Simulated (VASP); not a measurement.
VASP ran on this input.

**POSCAR**
```
Ge
1
    0.0000000000     2.8290000000     2.8290000000
    2.8290000000     0.0000000000     2.8290000000
    2.8290000000     2.8290000000     0.0000000000
Ge
2
Direct
  0.0000000000   0.0000000000   0.0000000000
  0.2500000000   0.2500000000   0.2500000000
```

### KPOINTS
```
kpoints
0
Gamma
7 7 7
```

### INCAR
```
SYSTEM = Ge
PREC = Accurate
ENCUT = 520
EDIFF = 1E-6
NELM = 100
ALGO = Normal
LREAL = .FALSE.
LASPH = .TRUE.
ISMEAR = 0
SIGMA = 0.05
GGA = MK
PARAM1 = 0.1234
PARAM2 = 1.0
LUSE_VDW = .TRUE.
AGGAC = 0.0
LMAXMIX = 4
LWAVE = .FALSE.
LCHARG = .FALSE.
IBRION = 2
ISIF = 3
NSW = 60
EDIFFG = -0.01
```

POTCAR, in this order: Ge_d (PBE.64 set). Program: vasp_std.

Problem. Write an equivalent input for Quantum ESPRESSO's pw.x.

Solution. One equivalent input (not run):
```
&CONTROL
  calculation = 'vc-relax'
  pseudo_dir = './pseudo'
  outdir = './out'
  tprnfor = .true.
  tstress = .true.
  nstep = 60
  forc_conv_thr = 0.00039
/
&SYSTEM
  ibrav = 0
  nat = 2
  ntyp = 1
  ecutwfc = 78
  occupations = 'smearing'
  smearing = 'gaussian'
  degauss = 0.003675
  input_dft = 'vdw-df-ob86'
/
&ELECTRONS
  conv_thr = 7.3e-08
  electron_maxstep = 100
/
&IONS
/
&CELL
/
ATOMIC_SPECIES
  Ge 72.630 Ge.upf
CELL_PARAMETERS angstrom
     0.0000000    2.8290000    2.8290000
     2.8290000    0.0000000    2.8290000
     2.8290000    2.8290000    0.0000000
ATOMIC_POSITIONS crystal
  Ge   0.0000000  0.0000000  0.0000000
  Ge   0.2500000  0.2500000  0.2500000
K_POINTS automatic
  7 7 7 0 0 0
```
What does not carry over: the potentials are each code's own (VASP's PAW set, PseudoDojo norm-conserving files in pw.x), so ENCUT and ecutwfc are chosen apart and not converted; conv_thr bounds pw.x's estimated SCF error, while EDIFF bounds the energy change between steps; forc_conv_thr acts on force components and is met together with etot_conv_thr.

The compound is Ge in the diamond structure. This run relaxes it. Symmetry was kept, so distortions that lower it aren't found.
